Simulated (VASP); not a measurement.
CdTe (zinc blende), at 1.04 of the tabulated volume:

```xyz
2
Lattice="0.0000 3.2826 3.2826 3.2826 0.0000 3.2826 3.2826 3.2826 0.0000" Properties=species:S:1:pos:R:3 pbc="T T T"
Cd     0.0000     0.0000     0.0000
Te     1.6413     1.6413     1.6413
```

The lowest empty band near Γ, direction [110], from mBJ (TB09) with spin-orbit coupling in VASP (PAW); its two spin partners are averaged. The gap over the points computed is 1.45 eV, and the next band on that side lies 3.30 eV away at the edge.

Numerical set-up: 400 eV cut-off, 8×8×8 Γ-centred mesh, Gaussian smearing of 0.050 eV, potentials Cd Te.

```tsv
distance from the edge in k (1/Å)	distance in energy (meV)
0.012	4.1
0.018	9.3
0.025	17.7
0.035	34.2
0.050	67.9
0.070	127.0
```

Problem. Fit E(1 + αE) = ħ²k²/2m* (ħ²/2m0 = 3.810 eV Å²) and predict the row at 0.095 1/Å.

Solution. Least squares on the energies gives the electron mass m* = 0.133 m0 and α = 0.86 per eV, and so 218.4 meV. The run gave 218.0 meV, -0.4 meV from the fit.

Left out are points under 3 meV from the edge, since the levels carry 0.1 meV, and points farther than half the way to the next band.

The compound is CdTe in the zinc blende structure. The cell was not relaxed at this level.
